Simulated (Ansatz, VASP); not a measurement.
# Cross-check of Ge2WN4 (WGe2N4, 2 layers, AA') between VASP and Ansatz

Wanted: the spread between two codes on one cell, functional and k mesh. The structure shown is the start of the Ansatz relaxation below; VASP solves that cell, so the two are compared at the walk's first step.

Calculated with Ansatz 0.2.0; plane waves, with VASP 6.6.1 beside it; single point at PBE with D3(BJ).

### Step 1. Set-up

The cell holds 14 atoms: 8 N, 4 Ge and 2 W. Its edges and angles: a = 3.020 Å, b = 3.020 Å, c = 66.829 Å, α = 90.0°, β = 90.0°, γ = 120.0°. Vacuum lies along c.

Coordinates:

```xyz
14
Lattice="3.0200 0.0000 0.0000 -1.5100 2.6154 0.0000 0.0000 0.0000 66.8291" Properties=species:S:1:pos:R:3
N     0.0000    0.0000   24.4500
N     0.0000    1.7436   26.8778
N     0.0000    1.7436   29.3868
N     0.0000    0.0000   31.8145
N     0.0000    1.7436   35.0145
N     0.0000    0.0000   37.4423
N     0.0000    0.0000   39.9513
N     0.0000    1.7436   42.3791
Ge    0.0000    1.7436   25.0378
Ge    0.0000    1.7436   31.2268
Ge    0.0000    0.0000   35.6023
Ge    0.0000    0.0000   41.7913
W     0.0000    0.0000   28.1323
W     0.0000    1.7436   38.6968
```

### Step 2. Ansatz: relaxation, PBE with D3(BJ)

Ansatz runs on its default PAW (the set named soft_2) files.

The two programs are compared at the cell with which this relaxation starts, whose forces are those of its first step.

Contents of input.yaml:

```yaml
crystal:
  lattice:
    - [3.02, 0.0, 0.0]
    - [-1.51, 2.6153967194, 0.0]
    - [0.0, 0.0, 66.8290571678]
  atoms:
    - { symbol: "N", position: [0.0, 0.0, 0.36585882] }
    - { symbol: Ge, position: [0.3333333333, 0.6666666667, 0.3746538585] }
    - { symbol: "N", position: [0.3333333333, 0.6666666667, 0.4021867922] }
    - { symbol: W, position: [0.0, 0.0, 0.4209585693] }
    - { symbol: "N", position: [0.3333333333, 0.6666666667, 0.4397303464] }
    - { symbol: Ge, position: [0.3333333333, 0.6666666667, 0.4672632801] }
    - { symbol: "N", position: [0.0, 0.0, 0.4760583185] }
    - { symbol: "N", position: [0.3333333333, 0.6666666667, 0.5239416815] }
    - { symbol: Ge, position: [0.0, 0.0, 0.5327367199] }
    - { symbol: "N", position: [0.0, 0.0, 0.5602696536] }
    - { symbol: W, position: [0.3333333333, 0.6666666667, 0.5790414307] }
    - { symbol: "N", position: [0.0, 0.0, 0.5978132078] }
    - { symbol: Ge, position: [0.0, 0.0, 0.6253461415] }
    - { symbol: "N", position: [0.3333333333, 0.6666666667, 0.63414118] }
  periodic: [true, true, false]
kpoints:
  mp_grid: { grid: [11, 11, 1] }
hamiltonian:
  xc: pbe
  dispersion: d3bj
scf:
  occupations: { method: fermi_dirac, width: 0.05 }
  convergence: { dr2_threshold: 1.0e-09 }
relax:
  f_tol: 0.015
  max_steps: 90
  cell: {}
output:
  write_potential: true
  write_density: true
  volumetric_format: npy
```

On the command line:

```bash
$ ansatz run input.yaml --threads 4 --pin off --max-ram 6144MiB --backend cpu --events-out ev --progress --plain --runs-dir out
```

Numbers of over 12 decimals in the logs are rounded to 6 here.

Output:

```text
Warning: relax.cell: scf.convergence.dr2_threshold = 1e-9 eV is looser than the 1.79479762232e-10 eV advised for a relaxation that steers and ends on the stress (1e-10 eV for each atom of the cell: 14, times the square of relax.cell.stress_2d_tol = 0.05 N/m over 27.9 Å (the atoms' height at the walk's start and 5 Å past either face), 1.790e-2 GPa, over a crystal's default 0.05). What an SCF threshold leaves in a stress goes as its square root, and in the free energy as the threshold itself, and one threshold admits the most on a small cell: [figures from the program's tests cut] Set scf.convergence.dr2_threshold to 1.79479762232e-10 eV or tighter. [rest of the remark cut]
Engine: ansatz 0.2.0, aarch64-unknown-linux-gnu
Pseudopotentials: kind: paw
Pseudopotential: N, paw, valence charge 5, recommended cutoff 420 eV (normal), N.paw.azcp
Pseudopotential: Ge, paw, valence charge 14, recommended cutoff 420 eV (normal), Ge.paw.azcp
Pseudopotential: W, paw, valence charge 14, recommended cutoff 420 eV (normal), W.paw.azcp
Functional definition: PBE
  parameter kappa = 0.804
  parameter beta = 0.066725
  exchange = pbe_x(kappa = kappa, mu = beta*pi^2/3)
  correlation = pbe_c(beta = beta)
Crystal: 14 atoms, lattice volume = 527.849 Å³
Basis set: ecut = 420 eV, 10135 PW (Γ), exchange–correlation on 48×48×900 points (8 copies of the dense FFT grid, shifted against one another)
Bands: 76, of which v1, the nominal top of the filled ones, is band 62 counted from 1 (61 counted from 0)
Symmetry: 12 space group operations
Space group: P-3m1 (ITA 164), of the structure as read, at distance tolerance 8.1e-5 Å
k-points: 16 of 121
Non-local potential: N, projectors of the file, l = 0: 2, l = 1: 2, l = 2: 1
Non-local potential: Ge, projectors of the file, l = 0: 2, l = 1: 2, l = 2: 3, l = 3: 1
Non-local potential: W, projectors of the file, l = 0: 3, l = 1: 2, l = 2: 2, l = 3: 1
PAW form: soft (Blöchl's): semilocal exchange-correlation on the pseudo side does not see the compensation charge
PAW one-centre angular grid: N, 110 points (default); XC on 64 Gauss nodes
PAW one-centre angular grid: Ge, 590 points (default); XC on 64 Gauss nodes
PAW one-centre angular grid: W, 590 points (default); XC on 64 Gauss nodes
Initial density: superposition of atomic densities (neutral atoms: chi_scale 0, normalization atom), corrected by the library's trained network
Initial wavefunctions: pseudopotential atomic-orbital guess
Functional: x = pbe(κ = 0.804, μ = 0.219515), c = pbe(β = 0.066725)
SCF iter   1: F=—  HF=-41027.827836 eV  |F-HF|=—  |Δ(HF+E_count)|=         —  Δρ=3.03e-3  dr2=5.78e-2  ethr=1.77e-3  ⟨swp⟩=12.3  Hψ=7572  notcnv=0  defer=22
preconditioner: auto → Resta (q_TF=auto, 2.143 Å⁻¹)  ε∞=1.9  [insulator: Δε(μ)=1.825 eV  Ē_g=18.098 eV  σ=0.050 eV  W_gap=1.00  n_scr=44 (ndim 8)  ℏωp=16.8 eV  f_vac=0.687  D(μ)=0.00/eV (n_scr^D=0)  ε∞_Penn≈1.9  vacuum switching on, ρ_ref=2.4e-2 e/Å³]
SCF iter   2: F=—  HF=-41027.835682 eV  |F-HF|=—  |Δ(HF+E_count)|=   7.85e-3  Δρ=2.22e-3  dr2=5.14e-2  ethr=4.66e-5  ⟨swp⟩=4.1  Hψ=3569  notcnv=0  defer=106
SCF iter   3: F=—  HF=-41027.831120 eV  |F-HF|=—  |Δ(HF+E_count)|=   4.56e-3  Δρ=1.26e-3  dr2=8.60e-3  ethr=4.15e-5  ⟨swp⟩=2.8  Hψ=1781  notcnv=0  defer=106
SCF iter   4: F=—  HF=-41027.832521 eV  |F-HF|=—  |Δ(HF+E_count)|=   1.40e-3  Δρ=6.65e-4  dr2=3.17e-3  ethr=6.94e-6  ⟨swp⟩=3.1  Hψ=2161  notcnv=0  defer=106
SCF iter   5: F=—  HF=-41027.832672 eV  |F-HF|=—  |Δ(HF+E_count)|=   1.52e-4  Δρ=1.50e-4  dr2=6.05e-5  ethr=2.56e-6  ⟨swp⟩=3.1  Hψ=1916  notcnv=0  defer=106
SCF iter   6: F=—  HF=-41027.832767 eV  |F-HF|=—  |Δ(HF+E_count)|=   9.46e-5  Δρ=6.57e-5  dr2=1.19e-5  ethr=4.88e-8  ⟨swp⟩=3.4  Hψ=2775  notcnv=0  defer=106
SCF iter   7: F=—  HF=-41027.832776 eV  |F-HF|=—  |Δ(HF+E_count)|=   8.92e-6  Δρ=2.95e-5  dr2=3.87e-6  ethr=9.63e-9  ⟨swp⟩=3.2  Hψ=2437  notcnv=0  defer=106
SCF iter   8: F=—  HF=-41027.832875 eV  |F-HF|=—  |Δ(HF+E_count)|=   9.94e-5  Δρ=1.22e-5  dr2=7.59e-7  ethr=3.12e-9  ⟨swp⟩=3.4  Hψ=2321  notcnv=0  defer=106
SCF iter   9: F=—  HF=-41027.832876 eV  |F-HF|=—  |Δ(HF+E_count)|=   2.05e-7  Δρ=3.48e-6  dr2=4.48e-8  ethr=6.12e-10  ⟨swp⟩=3.2  Hψ=2251  notcnv=0  defer=106
SCF iter  10: F=—  HF=-41027.832876 eV  |F-HF|=—  |Δ(HF+E_count)|=   1.13e-7  Δρ=1.02e-6  dr2=3.56e-9  ethr=3.61e-11  ⟨swp⟩=3.1  Hψ=2741  notcnv=0  defer=106
[...]
WARN: The output density's exchange-correlation potential varies sharply where the density is thin. Do not read a vacuum level from v_tot or v_xc, or from such a field of the output density. On a cell that repeats whose density bears no net charge and no dipole along the vacuum's axis use v_es (v_loc + v_h of the components); under efield.dipole_correction with no amplitude use v_es + v_field, which holds any externa [...]
SCF converged after 5 iterations
Free energy (F): -41028.041832 eV
Harris-Foulkes:  -41028.041832 eV  (|F-HF|=2.33e-9)
Internal energy: -41028.041832 eV  (E = F + TS)
E sigma→0 (E₀):  -41028.041832 eV
Entropy (-TS):   -0.000000 eV (-0.000 meV/atom)
Fermi energy:    -4.571198 eV
--- Per-component energies (eV) ---
  E_band       = -2974.782971
  E_kinetic    = 2398.186091
  E_local      = -1813291.549901  (includes V_loc(G=0)·N_el)
  E_nonlocal   = 2058.077715
  E_hartree    = 904444.845322
  E_xc         = -1316.849869
  E_vxc        = -1348.018288  (∫ρ·V_xc dr)
  E_paw        = -26238.557231  (= ΣΔE_a)
  E_vpaw       = -1681.162524  (= ΣTr[D̂ρ^β])
  E_aug_tail   = 0.001888  (compensation charges beyond the density's cutoff)
  E_ewald      = 890921.485250
  E_disp       = -3.681096  (pairwise vdW)
  E_smearing   = -0.000000  (= −TS)
  E_closure    = 0.000000  (closes the sum)
  Σ components = -41028.041832   (vs F -41028.041832, Δ=0.00e0)
--- Forces (eV/Å), atoms counted from 1 ---
  atom   1  N     -0.00000000    -0.00000000    -0.00259137
  atom   2  Ge     0.00000000     0.00000000     0.00218151
  atom   3  N     -0.00000000    -0.00000000     0.00153065
  atom   4  W     -0.00000000    -0.00000000    -0.00020287
  atom   5  N     -0.00000000    -0.00000000    -0.00123393
  atom   6  Ge     0.00000000     0.00000000     0.00278810
  atom   7  N     -0.00000000    -0.00000000    -0.00282476
  atom   8  N      0.00000000     0.00000000     0.00282476
  atom   9  Ge    -0.00000000    -0.00000000    -0.00278810
  atom  10  N      0.00000000     0.00000000     0.00123393
  atom  11  W      0.00000000     0.00000000     0.00020287
  atom  12  N      0.00000000     0.00000000    -0.00153065
  atom  13  Ge    -0.00000000    -0.00000000    -0.00218151
  atom  14  N      0.00000000     0.00000000     0.00259137
  max |Σ_I F_I| component: 1.02e-16 eV/Å
--- 2D stress c σ (N/m, compression-positive) ---
       -0.010070       0.000000      -0.000000
       -0.000000      -0.010070       0.000000
       -0.000000       0.000000      -0.000000
  P = ½ c Tr σ = -0.0101 N/m
--- Band table (eV; the first three rows and the last of 16) ---
  k-point 0: bands = [... 58 lower, -7.8195, -7.2475, -5.6313, -5.3930, -3.4680, -3.3976, -3.2653, -3.1552, ... 10 higher]
  k-point 1: bands = [... 58 lower, -7.5823, -7.2027, -5.5186, -5.4013, -3.4756, -3.3446, -3.1786, -3.0058, ... 10 higher]
  k-point 2: bands = [... 58 lower, -7.6324, -7.3539, -5.8944, -5.8915, -3.4137, -3.2464, -2.9291, -2.7738, ... 10 higher]
  k-point 15: bands = [... 58 lower, -7.5618, -7.5036, -6.0764, -6.0757, -3.7210, -3.7170, -1.8844, -1.8315, ... 10 higher]
  the weakly bound empty levels are not read free of the cell's end (no_gap_told)
--- Relaxed structure (6 steps of the walk, 6 accepted, 2 SCFs on fresh bases) ---
  F+E_penalty+E_count = -41028.04183182 eV   max|allowed force component| = 2.825e-3 eV/Å   (the final SCF, on the basis selected at the relaxed cell)
  cell:  # Å, volume = 520.2421 Å³
    - [2.998160, 0.0, 0]
    - [-1.499080, 2.596483, 0]
    - [0, 0, 66.8290571678]
  atoms:
    - { symbol: N, position: [1.4767142033719567e-17, -5.088522196306351e-17, 0.367803] }
    - { symbol: Ge, position: [0.333333, 0.666667, 0.377312] }
    - { symbol: N, position: [0.333333, 0.666667, 0.405402] }
    - { symbol: W, position: [1.7014831085021224e-17, -5.0885221963063566e-17, 0.423695] }
    - { symbol: N, position: [0.333333, 0.666667, 0.441984] }
    - { symbol: Ge, position: [0.333333, 0.666667, 0.470051] }
    - { symbol: N, position: [1.8803954321599095e-17, -5.0885221963063517e-17, 0.479425] }
    - { symbol: N, position: [0.333333, 0.666667, 0.520575] }
    - { symbol: Ge, position: [1.344743428498259e-18, -5.0885221963063245e-17, 0.529949] }
    - { symbol: N, position: [2.8594918604186958e-18, -5.088522196306321e-17, 0.558016] }
    - { symbol: W, position: [0.333333, 0.666667, 0.576305] }
    - { symbol: N, position: [1.3006367583199041e-19, -5.088522196306321e-17, 0.594598] }
    - { symbol: Ge, position: [1.7123033730754824e-18, -5.0885221963063264e-17, 0.622688] }
    - { symbol: N, position: [0.333333, 0.666667, 0.632197] }
```

In the SCF lines HF is the Harris–Foulkes energy and dr2 the Hartree energy of the density residual, in eV; the loop may stop once dr2 is under the threshold and the program's other checks hold. Hψ counts applications of the Hamiltonian.

[end of part 1 of 2]

[Lines on the potential files, build, host, timing and source positions are cut from VASP's logs without a mark.]

[Logs are printed without paths, hosts, clocks, repeated set-up lines and the standing remarks that a program may print on its own settings, such as how far it seeks lower states.]

[Hosts, paths, dates, database ids (printed as entryN), source tags and the programs' standing remarks are cut or masked in the printed files.]
